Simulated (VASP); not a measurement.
VASP runs on TiAl (L1_0) share one base input (PBE GGA, plane waves, VASP's PBE PAW potentials (set 64)) and change the settings named in each case.

File POSCAR:
```
TiAl
1
    2.8300000000     0.0000000000     0.0000000000
    0.0000000000     2.8300000000     0.0000000000
    0.0000000000     0.0000000000     4.0700000000
Ti Al
1 1
Direct
  0.0000000000   0.0000000000   0.0000000000
  0.5000000000   0.5000000000   0.5000000000
```

**KPOINTS**
```
Automatic mesh
0
Gamma
12 12 8
0 0 0
```

**INCAR**
```
ALGO=Normal
EDIFF=1E-6
ENCUT=400
GGA=PE
ISIF=2
ISMEAR=1
LASPH=.True.
LCHARG=.False.
LMAXMIX=4
LREAL=.False.
LWAVE=.False.
NELM=100
PREC=Accurate
SIGMA=0.1
SYSTEM=TiAl
```

POTCAR, in this order: Ti_sv Al (PBE.64 set). Program: vasp_std.

```json
[
 {"change": "base run", "pressure (GPa)": "-0.83", "electronic steps": "13"},
 {"change": "EDIFF = 1E-2", "pressure (GPa)": "-4.47", "electronic steps": "9"},
 {"change": "EDIFF = 1E-3", "pressure (GPa)": "?", "electronic steps": "10"},
 {"change": "EDIFF = 1E-4", "pressure (GPa)": "-1.08", "electronic steps": "11"},
 {"change": "EDIFF = 1E-5", "pressure (GPa)": "-0.86", "electronic steps": "12"},
 {"change": "EDIFF = 1E-8", "pressure (GPa)": "-0.82", "electronic steps": "17"}
]
```

**Question.** Some entries are withheld; supply them.

**Answer.** 
- EDIFF = 1E-3, pressure (GPa): -2.30

Left out are runs that ran out of time, are held back, or changed the cell or the kind of run, fixed moments of cells without a moment, rows past the twelfth, gaps on odd meshes, pressures of charged cells and columns that move by less than the noise.

The compound is TiAl in the L1_0 structure. The cell was not relaxed at this level. The electron count is odd and the run is not spin-polarised, which forces a metal.
